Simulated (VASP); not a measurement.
```xyz
2
Lattice="1.7083 -2.9588 0.0000 1.7083 2.9588 0.0000 0.0000 0.0000 5.3170" Properties=species:S:1:pos:R:3 pbc="T T T"
Sc     1.7083     0.9863     1.3293
Sc     1.7083    -0.9863     3.9878
```

These are PBE GGA, VASP's PBE PAW potentials (set 64) (plane waves; VASP 6.6.1) values and carry that method's errors. Settings: 480 eV cut-off, 12×12×8 Γ-centred mesh, first-order Methfessel-Paxton smearing of 0.10 eV, potentials Sc_sv.

Question: Give the stress tensor in GPa (positive for a compressed cell).

Answer: 
```
-4.17   0.00   0.00
 0.00  -4.17   0.00
 0.00   0.00  -4.02
```
The pressure is its mean diagonal, -4.12 GPa.

The compound is Sc in the hcp structure. This cell was strained or had an atom moved on purpose.
